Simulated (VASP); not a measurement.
A run of VASP 6.6.1 is set up as follows.

File INCAR:

```
PREC = Accurate ; ENCUT = 520
EDIFF = 1E-6 ; ISMEAR = -1
SIGMA = 0.05 ; LREAL = F
LASPH = T ; NELM = 100
ALGO = Normal ; ISIF = 2
LWAVE = F ; LCHARG = F
GGA = PE ; NBANDS = 32
```

Contents of KPOINTS:

```
Automatic mesh
0
Gamma
  4 3 3
```

Contents of POSCAR:

```
Pt4F
1.0
    0.0000000000      0.0000000000      3.8252940000
    3.0845670000     -3.0845670000      1.9126470000
    3.0845670000      3.0845670000     -1.9126470000
Pt F
4 1
Direct
    0.3926075199      0.8000083966      0.5984407212
    0.2180678927      0.3886146743      0.8052183661
    0.6035555013      0.2005078833      0.3960799036
    0.7851865731      0.6121389161      0.1996589797
    0.0059845497     -0.0130400799      0.0061833638
```

Potentials or basis: VASP PAW PBE potentials, release 64 (Pt, F).

The run is started by

```console
$ cat potpaw_PBE.64/Pt/POTCAR potpaw_PBE.64/F/POTCAR > POTCAR
$ mpirun -np 1 vasp_std > vasp.out
```

(1) Estimate the band gap on the k mesh.

(2) Predict the largest force.

(3) What does it give for the pressure?

Results:

(1) none (metal or under the smearing width).

(2) 0.737 eV/Å.

(3) 2.9 GPa.

Caveat: the k mesh is coarse (spacing up to 0.48 Å⁻¹), so the values aren't converged; an odd number of electrons without spin polarisation forces a metal; a magnetic or distorted state may lie lower.
